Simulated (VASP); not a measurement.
Data:

```yaml
crystal:
  lattice:
    - [1.85130, -3.20655, 0.00000]
    - [1.85130, 3.20655, 0.00000]
    - [0.00000, 0.00000, 5.89560]
  atoms:
    - { symbol: Gd, position: [0.33333, 0.66667, 0.25000] }
    - { symbol: Gd, position: [0.66667, 0.33333, 0.75000] }
```

Calculation: PBE GGA, VASP's PBE PAW potentials (set 64) (plane waves; VASP 6.6.1). Run with 400 eV cut-off, 5×5×3 Monkhorst-Pack mesh, first-order Methfessel-Paxton smearing of 0.10 eV, potentials Gd_3.

The 4f electrons are frozen in the core of the lanthanide potential, so 4f levels, which can set the real gap, and their magnetism are missing.

Q: Give the stress tensor in GPa (positive for a compressed cell).

A: 
```
-1.30   0.00   0.00
 0.00  -1.30   0.00
 0.00   0.00  -3.62
```
The pressure is its mean diagonal, -2.07 GPa.

The compound is Gd in the hcp structure. The cell was not relaxed at this level. The k-mesh is coarse (spacing up to 0.39 per Å, 2π included), so the numbers may not be converged in it. The run is one of a series of settings (KPOINTS 5×5×3 Monkhorst-Pack mesh against the base run), some of them coarse on purpose.
